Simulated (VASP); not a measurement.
Data:

```
BaSr3O4
1.0
    5.25500     0.00000     0.00000
    0.00000     5.25500     0.00000
    0.00000     0.00000     5.25500
Sr O Ba
3 4 1
Direct
  0.00000   0.00000   0.00000
  0.50000   0.50000   0.00000
  0.50000   0.00000   0.50000
  0.50000   0.50000   0.50000
  0.00000   0.00000   0.50000
  0.00000   0.50000   0.00000
  0.50000   0.00000   0.00000
  0.00000   0.50000   0.50000
```

Computed with PBEsol GGA, VASP's PBE PAW potentials (set 64) (plane waves; VASP 6.6.1). Run with 520 eV cut-off, 4×4×4 Γ-centred mesh, Gaussian smearing of 0.050 eV, potentials Sr_sv O Ba_sv.

Unless said otherwise, spin-orbit coupling is left out, though it shifts the bands of the heavy elements here.

What does the run give for the energy per atom (σ→0), band gap (on the k-mesh) with the smallest direct gap where there is one?

```yaml
band gap (on the k-mesh): 2.29 eV
smallest direct gap (on the k-mesh): 2.29 eV
energy per atom (σ→0): -6.243 eV/atom
```

Only differences to runs with the same potentials and settings are physical.

The structure was generated: BaSr3O4 was put into an ordered model structure (Pm-3m), which need not be its known phase. The cell was not relaxed at this level. The start is the result of an earlier pass.
